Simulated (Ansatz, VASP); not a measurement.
## Zn (Zinc): VASP beside Ansatz

Aim: how closely do two programs agree when they are given the same cell, functional and k mesh? The cell is taken from a series of runs on this material, whose earlier steps may have relaxed, scaled, displaced or heated it; both programs get it as it stands.

Program: Ansatz 0.2.0. Level of theory: plane waves, with VASP 6.6.1 beside it; relaxation of cell and atoms at PBEsol and zone-centre phonons at PBEsol. Results are calculated unless marked as measured.

### 1. Starting point

The structure is hexagonal, space group P6_3/mmc (No. 194). The conventional cell has a = 2.591 Å, b = 2.591 Å, c = 4.911 Å, α = 90.00°, β = 90.00°, γ = 120.00°. Zn has 12 Zn at 2.59 to 2.88 Å nearest.

As a file:

```cif
data_structure
_symmetry_space_group_name_H-M 'P 1'
_symmetry_Int_Tables_number 1
_cell_length_a 2.5910
_cell_length_b 2.5910
_cell_length_c 4.9111
_cell_angle_alpha 90.000
_cell_angle_beta 90.000
_cell_angle_gamma 120.000
_cell_volume 28.55
loop_
_atom_site_label
_atom_site_type_symbol
_atom_site_fract_x
_atom_site_fract_y
_atom_site_fract_z
_atom_site_occupancy
Zn1 Zn 0.33333 0.66667 0.25000 1
Zn2 Zn 0.66667 0.33333 0.75000 1
```

### 2. VASP: relaxation of cell and atoms, PBEsol

The relaxed volume is the usual yardstick between codes: in a stiff, nearly cubic crystal its relative difference is about their pressure difference at one cell divided by the bulk modulus.

Lines of VASP's logs that name or quote its potential files are left out, and so is its time.

File INCAR:

```
SYSTEM = Zn
PREC = Accurate
ENCUT = 500
EDIFF = 1E-07
NELM = 120
ISMEAR = 1
SIGMA = 0.2
LREAL = .FALSE.
ALGO = Normal
GGA = PS
NBANDS = 18
LORBIT = 11
LWAVE = .FALSE.
LCHARG = .FALSE.
ISIF = 3
IBRION = 2
NSW = 80
EDIFFG = -0.005
LASPH = .TRUE.
GGA_COMPAT = .FALSE.
NELMIN = 4
KPAR = 2
```

File POSCAR:

```
Zn
1.0
    2.5909880000      0.0000000000      0.0000000000
   -1.2954940000      2.2438620000      0.0000000000
    0.0000000000      0.0000000000      4.9111310000
Zn
2
Direct
    0.3333333333      0.6666666667      0.2500000509
    0.6666666667      0.3333333333      0.7499999491
```

File KPOINTS:

```
Automatic mesh
0
Gamma
21 21 10
0 0 0
```

Potentials, in the order of the species: Zn (PBE family, release 64).

Command:

```console
> mpirun -np 2 vasp_std
```

Numbers of over 12 decimals in the logs are rounded to 6 here.

What it wrote:

```text
[banner, memory and clock lines left out]
running    2 mpi-ranks, on    1 nodes
 distrk:  each k-point on    1 cores,    2 groups
 distr:  one band on    1 cores,    1 groups

 POSCAR found type information on POSCAR Zn
 POSCAR found :  1 types and       2 ions
|                                                                             |
|               ----> ADVICE to this user running VASP <----                  |
|                                                                             |
|     You enforced a specific xc type in the INCAR file but a different       |
|     [... a line on the potential file left out ...]
|     I HOPE YOU KNOW WHAT YOU ARE DOING!                                     |
|                                                                             |

 LDA part: xc-table for (Slater+PW92), standard interpolation
 POSCAR, INCAR and KPOINTS ok, starting setup
 FFT: planning ... GRIDC
 FFT: planning ... GRID_SOFT
 FFT: planning ... GRID
 WAVECAR not read
 entering main loop
       N       E                     dE             d eps       ncg     rms          rms(c)
DAV:   1     0.104207118374E+03    0.10421E+03   -0.12239E+04 10752   0.209E+03
DAV:   2     0.529959909458E+00   -0.10368E+03   -0.10095E+03 10446   0.293E+02
DAV:   3    -0.348407633023E+01   -0.40140E+01   -0.39999E+01 11682   0.664E+01
DAV:   4    -0.350381658985E+01   -0.19740E-01   -0.19736E-01 11472   0.470E+00
DAV:   5    -0.350384156288E+01   -0.24973E-04   -0.24972E-04 11194   0.149E-01    0.479E+00
DAV:   6    -0.319353953077E+01    0.31030E+00   -0.13170E+00 11158   0.252E+01    0.336E+00
DAV:   7    -0.317794597353E+01    0.15594E-01   -0.46988E-02 13284   0.388E+00    0.175E+00
DAV:   8    -0.317031837994E+01    0.76276E-02   -0.22451E-03 13926   0.722E-01    0.573E-02
DAV:   9    -0.317027681641E+01    0.41564E-04   -0.27008E-04 14012   0.228E-01    0.325E-02
DAV:  10    -0.317028106699E+01   -0.42506E-05   -0.22144E-05 10732   0.432E-02    0.279E-03
DAV:  11    -0.317028092338E+01    0.14361E-06   -0.57265E-07 11494   0.116E-02    0.222E-03
DAV:  12    -0.317028064585E+01    0.27753E-06   -0.11018E-08  5832   0.187E-03    0.507E-04
DAV:  13    -0.317028065306E+01   -0.72105E-08   -0.11500E-08  5558   0.200E-03
   1 F= -.31702807E+01 E0= -.31702873E+01  d E =-.317028E+01
 curvature:   0.00 expect dE= 0.000E+00 dE for cont linesearch  0.000E+00
 trial: gam= 0.00000 g(F)=  0.157E-42 g(S)=  0.490E-03 ort = 0.000E+00 (trialstep = 0.100E+01)
 search vector abs. value=  0.490E-03
 bond charge predicted
       N       E                     dE             d eps       ncg     rms          rms(c)
DAV:   1    -0.318252783169E+01   -0.12247E-01   -0.11934E-01 11068   0.666E+00    0.781E-01
DAV:   2    -0.317189475600E+01    0.10633E-01   -0.35507E-02 10992   0.412E+00    0.255E-01
DAV:   3    -0.317087847676E+01    0.10163E-02   -0.57813E-04 12216   0.360E-01    0.141E-01
DAV:   4    -0.317044153153E+01    0.43695E-03   -0.93527E-05 14774   0.173E-01    0.689E-03
DAV:   5    -0.317044363310E+01   -0.21016E-05   -0.13746E-05 10872   0.339E-02    0.284E-03
DAV:   6    -0.317044432289E+01   -0.68980E-06   -0.14084E-07  8230   0.398E-03    0.487E-04
DAV:   7    -0.317044445324E+01   -0.13035E-06   -0.46806E-08  5652   0.239E-03    0.349E-04
DAV:   8    -0.317044450473E+01   -0.51493E-07   -0.52791E-09  5352   0.130E-03
   2 F= -.31704445E+01 E0= -.31704547E+01  d E =-.163852E-03
 trial-energy change:   -0.000164  1 .order   -0.000165   -0.000490    0.000160
 step:   0.7515(harm=  0.7535)  dis= 0.00000  next Energy=    -3.170464 (dE=-0.184E-03)
 bond charge predicted
       N       E                     dE             d eps       ncg     rms          rms(c)
DAV:   1    -0.317121125507E+01   -0.76680E-03   -0.73361E-03 11072   0.164E+00    0.195E-01
DAV:   2    -0.317055614561E+01    0.65511E-03   -0.22552E-03 10994   0.105E+00    0.630E-02
DAV:   3    -0.317049331672E+01    0.62829E-04   -0.41381E-05 12374   0.101E-01    0.349E-02
DAV:   4    -0.317046353109E+01    0.29786E-04   -0.58333E-06 14712   0.432E-02    0.185E-03
DAV:   5    -0.317046344098E+01    0.90108E-07   -0.84763E-07 10826   0.847E-03
   3 F= -.31704634E+01 E0= -.31704728E+01  d E =-.182788E-03
 curvature:  -0.38 expect dE=-0.865E-06 dE for cont linesearch -0.311E-07
 trial: gam=-0.00829 g(F)=  0.278E-42 g(S)=  0.230E-05 ort = 0.637E-05 (trialstep = 0.950E+00)
 search vector abs. value=  0.223E-05
 reached required accuracy - stopping structural energy minimisation
```

From OUTCAR (step 2):

```text
ion  position               nearest neighbor table
   1  0.333  0.667  0.250-   2 2.88   2 2.88   2 2.88   2 2.88   2 2.88   2 2.88
   2  0.667  0.333  0.750-   1 2.88   1 2.88   1 2.88   1 2.88   1 2.88   1 2.88

  LATTYP: Found a hexagonal cell.
 ALAT       =     2.5909880000
 C/A-ratio  =     1.8954665170

 Subroutine GETGRP returns: Found 24 space group operations
 (whereof 12 operations were pure point group operations)

The static configuration has the point symmetry D_3d.
 The point group associated with its full space group is D_6h.

 Found    288 irreducible k-points:

   k-points           NKPTS =    288   k-points in BZ     NKDIM =    288   number of bands    NBANDS=     18

   dimension x,y,z NGX =    20 NGY =   20 NGZ =   36
   dimension x,y,z NGXF=    40 NGYF=   40 NGZF=   72

   ENCUT  =  500.0 eV  36.75 Ry    6.06 a.u.   4.72  4.72  8.95*2*pi/ulx,y,z

   NELECT =      24.0000    total number of electrons

 k-points in reciprocal lattice and weights: Automatic mesh
   0.00000000  0.00000000  0.00000000       0.000
   0.04761905  0.00000000  0.00000000       0.001
   0.09523810  0.00000000  0.00000000       0.001
   0.14285714 -0.00000000  0.00000000       0.001
   0.19047619  0.00000000  0.00000000       0.001
   0.23809524 -0.00000000  0.00000000       0.001
   0.28571429  0.00000000  0.00000000       0.001
   0.33333333 -0.00000000  0.00000000       0.001
   0.38095238  0.00000000  0.00000000       0.001
[...]
0.33333333  0.28571429  0.50000000       0.003
   0.33333333  0.33333333  0.50000000       0.000

 average (electrostatic) potential at core
       1 -36.4595       2 -36.4595

 E-fermi :   3.3767

 k-point     1 :       0.0000    0.0000    0.0000
  band No.  band energies     occupation
    ...
      9      -4.0018      2.00000
     10      -3.7907      2.00000
     11      -3.7907      2.00000
     12      -0.6794      2.00000
     13       0.1456      2.00000
     14      16.8197      0.00000
     15      20.6631      0.00000
     16      21.9918      0.00000
     17      21.9918      0.00000
     18      23.3699      0.00000

 k-point     2 :       0.0476    0.0000    0.0000
  band No.  band energies     occupation
    ...
      9      -4.0089      2.00000
     10      -3.8412      2.00000
     11      -3.7901      2.00000
     12      -0.5565      2.00000
     13       0.1794      2.00000
     14      16.9002      0.00000
     15      20.3376      0.00000
     16      20.7929      0.00000
     17      21.1853      0.00000
     18      22.5393      0.00000

 k-point     3 :       0.0952    0.0000    0.0000
  band No.  band energies     occupation
    ...
      9      -4.0286      2.00000
     10      -3.9571      2.00000
     11      -3.7889      2.00000
     12      -0.2111      2.00000
     13       0.2847      2.00000
     14      17.1364      0.00000
     15      18.0572      0.00000
     16      19.9669      0.00000
     17      20.6591      0.00000
     18      21.8321      0.00000

  Total       -0.0012493     -0.0012493      0.0095978      0.0000000      0.0000000      0.0000000
  in kB       -0.0698004     -0.0698004      0.5362313      0.0000000      0.0000000      0.0000000
  external PRESSURE =       0.1322102 kB  Pullay stress =       0.0000000 kB

  energy-cutoff  :      500.00
  volume of cell :       28.68
      direct lattice vectors                 reciprocal lattice vectors
     2.595398349  0.000000000  0.000000000     0.385297309  0.222451448  0.000000000
    -1.297699174  2.247681477 -0.000000000     0.000000000  0.444902897  0.000000000
     0.000000000  0.000000000  4.915755167     0.000000000  0.000000000  0.203427544

 POSITION                                       TOTAL-FORCE (eV/Angst)
 -----------------------------------------------------------------------------------
     -0.00000      1.49845      1.22894         0.000000      0.000000     -0.000000
      1.29770      0.74923      3.68682        -0.000000     -0.000000      0.000000
 -----------------------------------------------------------------------------------
    total drift:                                0.000010     -0.000006      0.000027

  FREE ENERGIE OF THE ION-ELECTRON SYSTEM (eV)
  ---------------------------------------------------
  free  energy   TOTEN  =        -3.1704634410 eV

  energy  without entropy=       -3.1704914184  energy(sigma->0) =       -3.17047277

 reached required accuracy - stopping structural energy minimisation

 total charge
# of ion       s       p       d       tot
------------------------------------------
    1        0.605   0.495   9.722  10.822
    2        0.605   0.495   9.722  10.822
--------------------------------------------------
tot          1.210   0.990  19.445  21.645

[... 3 further parts left out ...]
```

CONTCAR:

```
Zn
   1.00000000000000
     2.5953983488284300    0.0000000000000000    0.0000000000000000
    -1.2976991744142150    2.2476814770413278   -0.0000000000000000
     0.0000000000000000    0.0000000000000000    4.9157551667280233
  Zn
     2
Direct
     0.3333333332999970    0.6666666667000030    0.2500000508999989
     0.6666666667000030    0.3333333332999970    0.7499999491000011
```

### 3. Ansatz: relaxation of cell and atoms, PBEsol

Ansatz runs on its default PAW (the set named soft_2) files.

The same cell, functional, mesh and smearing now go to Ansatz, which takes its cutoff from its data sets.

File input.yaml:

```yaml
crystal:
  lattice:
    - [2.5909883069, 0.0, 0.0]
    - [-1.2954941535, 2.2438616947, 0.0]
    - [0.0, 0.0, 4.9111309852]
  atoms:
    - { symbol: Zn, position: [0.3333333333, 0.6666666667, 0.25] }
    - { symbol: Zn, position: [0.6666666667, 0.3333333333, 0.75] }
kpoints:
  mp_grid: { grid: [21, 21, 10] }
hamiltonian:
  xc: pbesol
scf:
  occupations: { method: methfessel_paxton, width: 0.2 }
output:
  forces: true
  stress: true
  eigenvalues: true
relax:
  adjacent_minimum: "off"
  f_tol: 0.001
  max_steps: 60
  cell: { stress_tol: 0.01 }
```

Command:

```console
> ansatz run input.yaml --threads 8 --pin off --max-ram 14336MiB --backend cpu --events-out ev --progress --plain --runs-dir out
```

What it wrote:

```text
Engine: ansatz 0.2.0, aarch64-unknown-linux-gnu
Pseudopotentials: kind: paw
Pseudopotential: Zn, paw, valence charge 12, recommended cutoff 420 eV (normal), Zn.paw.azcp
Functional definition: PBEsol
  exchange = pbesol_x
  correlation = pbesol_c
Crystal: 2 atoms, lattice volume = 28.552 Å³
Basis set: ecut = 420 eV, 563 PW (Γ), exchange–correlation on 36×36×72 points (8 copies of the dense FFT grid, shifted against one another)
Bands: 16, of which v1, the nominal top of the filled ones, is band 12 counted from 1 (11 counted from 0)
Symmetry: 24 space group operations
Space group: P63/mmc (ITA 194), of the structure as read, at distance tolerance 3.1e-5 Å
k-points: 288 of 4410
Non-local potential: Zn, projectors of the file, l = 0: 2, l = 1: 2, l = 2: 3, l = 3: 1
PAW form: soft (Blöchl's): semilocal exchange-correlation on the pseudo side does not see the compensation charge
PAW frozen core: Zn, regenerated for the run's functional, and the local potential with it (the file was generated under x = pbe(κ = 0.804, μ = 0.219515), c = pbe(β = 0.066725))
PAW one-centre angular grid: Zn, 590 points (default); XC on 64 Gauss nodes
Initial density: superposition of atomic densities (neutral atoms: chi_scale 0, normalization atom), corrected by the library's trained network
Initial wavefunctions: pseudopotential atomic-orbital guess
Functional: x = pbesol(κ = 0.804, μ = 0.123457), c = pbesol(β = 0.046)
SCF iter   1: F=—  HF=-6561.812726 eV  |F-HF|=—  |Δ(HF+E_count)|=         —  Δρ=5.59e-3  dr2=5.02e-3  ethr=1.77e-3  ⟨swp⟩=4.9  Hψ=22165  notcnv=0
preconditioner: auto → none  [metal: Δε(μ)=0.041 eV  Ē_g=13.466 eV  σ=0.200 eV  W_gap=0.17  n_scr=4 (ndim 8)  ℏωp=34.0 eV  f_vac=0.000  D(μ)=0.35/eV (n_scr^D=2)  sad-step TF]
SCF iter   2: F=—  HF=-6561.811692 eV  |F-HF|=—  |Δ(HF+E_count)|=   1.03e-3  S|Δr|=    0.00e0  Δρ=8.81e-4  dr2=1.47e-4  ethr=2.09e-5  ⟨swp⟩=2.0  Hψ=10080  notcnv=0
SCF iter   3: F=—  HF=-6561.811354 eV  |F-HF|=—  |Δ(HF+E_count)|=   3.38e-4  S|Δr|=    0.00e0  Δρ=5.87e-4  dr2=7.57e-5  ethr=6.13e-7  ⟨swp⟩=2.0  Hψ=8069  notcnv=0
SCF iter   4: F=—  HF=-6561.811315 eV  |F-HF|=—  |Δ(HF+E_count)|=   3.84e-5  S|Δr|=    0.00e0  Δρ=8.79e-5  dr2=6.38e-7  ethr=3.16e-7  ⟨swp⟩=2.4  Hψ=8233  notcnv=0
SCF iter   5: F=-6561.811317 eV  HF=-6561.811317 eV  |F-HF|=2.95e-10  |Δ(HF+E_count)|=   1.75e-6  S|Δr|=    0.00e0  Δρ=1.14e-5  dr2=1.85e-8  ethr=4.17e-10  ⟨swp⟩=6.8  Hψ=24862  notcnv=0
SCF 1 converged in 5 iterations: F = -6561.811317 eV  dr2 = 1.85e-8
  greatest PAW one-centre occupation: 0.981 electrons in one spin orbital (limit 2), on the Zn atom at site 1 (counted from 0), in its partial waves of l = 2
relax step   1: F+E_penalty+E_count = -6561.81131710 eV  Δ(F+E_penalty+E_count) = +0.000e0 eV  max|allowed force component| = 7.401e-17 eV/Å  Δτ_max = 0.0000 Å  P = -0.004 GPa  Ω = 28.552 Å³  (5 SCF iters, dr2 threshold 1.00e-7 eV, accepted)
[...]
relax step   2: F+E_penalty+E_count = -6561.81131541 eV  Δ(F+E_penalty+E_count) = +1.688e-6 eV  max|allowed force component| = 1.943e-16 eV/Å  Δτ_max = 0.0000 Å  P = -0.005 GPa  Ω = 28.556 Å³  energy of the carried Pulay correction = -3.302e-6 eV  (3 SCF iters, dr2 threshold 4.09e-9 eV, accepted)
[...]
relax step   3: F+E_penalty+E_count = -6561.81131485 eV  Δ(F+E_penalty+E_count) = +5.661e-7 eV  max|allowed force component| = 1.295e-16 eV/Å  Δτ_max = 0.0000 Å  P = +0.001 GPa  Ω = 28.556 Å³  energy of the carried Pulay correction = -4.242e-6 eV  (4 SCF iters, dr2 threshold 5.39e-10 eV, accepted)
[...]
relax step   4: F+E_penalty+E_count = -6561.81131873 eV  Δ(F+E_penalty+E_count) = -3.882e-6 eV  max|allowed force component| = 1.110e-16 eV/Å  Δτ_max = 0.0000 Å  P = +0.001 GPa  Ω = 28.556 Å³  stress off target by 1.39e-3 GPa  SCF on the basis re-selected at this cell (its energy is not comparable with the rows above)  (5 SCF iters)
basis re-selected at this cell: Δ(F+E_penalty+E_count) = -3.882e-6 eV, ΔP = +0.000 GPa vs the last step (what re-selecting the basis moved, of the pressure what is left beyond the Pulay correction that the steps carried, after the strain that the cell walked since its last selection, with what the two solves' SCF thresholds leave and, on support functions, any second-order correction that the steps lacked; it is no m [...]
SCF converged after 5 iterations
Stability not checked: this state was not tested for a lower state beside it, because cold or Methfessel-Paxton smearing, or corrected tetrahedra, fill the levels in a way that the test cannot read (fill_not_monotonic; see scf.lower_state_search)
Free energy (F): -6561.811319 eV
Harris-Foulkes:  -6561.811319 eV  (|F-HF|=1.82e-12)
Internal energy: -6561.811361 eV  (E = F + TS)
E sigma→0 (E₀):  -6561.811329 eV
Entropy (-TS):   0.000042 eV (0.021 meV/atom)
Fermi energy:    11.847107 eV
--- Per-component energies (eV) ---
  E_band       = 112.829199
  E_kinetic    = 263.616075
  E_local      = -2998.198418  (includes V_loc(G=0)·N_el)
  E_nonlocal   = 1222.413430
  E_hartree    = 1256.228319
  E_xc         = -273.612613
  E_vxc        = -107.870469  (∫ρ·V_xc dr)
  E_paw        = -3574.270411  (= ΣΔE_a)
  E_vpaw       = -779.587365  (= ΣTr[D̂ρ^β])
  E_aug_tail   = -0.000717  (compensation charges beyond the density's cutoff)
  E_ewald      = -2459.581735
  E_core_change = 1.594710  (= ΣΔE_core)
  E_smearing   = 0.000042  (= −TS)
  E_closure    = 0.000000  (closes the sum)
  Σ components = -6561.811319   (vs F -6561.811319, Δ=0.00e0)
--- Forces (eV/Å), atoms counted from 1 ---
  atom   1  Zn    -0.00000000     0.00000000     0.00000000
  atom   2  Zn     0.00000000    -0.00000000     0.00000000
  max |Σ_I F_I| component: 1.85e-17 eV/Å
--- Stress (GPa, compression-positive) ---
        0.001389      -0.000000       0.000000
       -0.000000       0.001389       0.000000
        0.000000       0.000000       0.001228
  P = ⅓ Tr σ = 0.0013 GPa (0.013 kbar)
--- Band table (eV; the first three rows and the last of 288) ---
  k-point 0: bands = [... 8 lower, 4.4936, 4.7058, 4.7058, 7.7679, 8.6236, 25.1892, 28.9846, 30.4560]
  k-point 1: bands = [... 8 lower, 4.5006, 4.7020, 4.7020, 6.9054, 9.6237, 24.0906, 30.1178, 30.5181]
  k-point 2: bands = [... 8 lower, 4.5202, 4.6906, 4.6906, 5.8737, 11.0760, 22.1453, 30.7021, 30.7021]
  k-point 287: bands = [... 8 lower, 4.6851, 4.6851, 12.8772, 12.8772, 13.7302, 13.7302, 14.3786, 14.3786]
--- Relaxed structure (3 steps of the walk, 3 accepted, 1 SCFs on fresh bases) ---
  F+E_penalty+E_count = -6561.81131873 eV   max|allowed force component| = 1.110e-16 eV/Å   (the final SCF, on the basis selected at the relaxed cell)
  cell:  # Å, volume = 28.5559 Å³
    - [2.590646, 2.8863664665800693e-11, 0.0]
    - [-1.295323, 2.243565, 0.0]
    - [0.0, 0.0, 4.913024]
  atoms:
    - { symbol: Zn, position: [0.333333, 0.666667, 0.25] }
    - { symbol: Zn, position: [0.666667, 0.333333, 0.750000] }
```

### 4. Side by side

Known differences besides the potentials themselves: the cutoff is 420 eV in Ansatz and 500 eV in VASP; Ansatz makes its cores anew for this functional, VASP keeps those of its PBE data sets; Ansatz adds a Pulay correction to the stress that steers its cell, VASP none. Total energies have different zeros and are not compared.

Compared:

```csv
quantity,Ansatz,VASP,difference
volume (Å³),28.56,28.68,-0.42 %
"edge a after relaxation, in the typed setting (Å)",2.591,2.595,-0.18 %
"edge c after relaxation, in the typed setting (Å)",4.913,4.916,-0.06 %
```

[end of part 1 of 2]

[Lines on the potential files, build, host, timing and source positions are cut from VASP's logs without a mark.]

[Logs are printed without paths, hosts, clocks, repeated set-up lines and the standing remarks that a program may print on its own settings, such as how far it seeks lower states.]

[Hosts, paths, dates, database ids (printed as entryN), source tags and the programs' standing remarks are cut or masked in the printed files.]
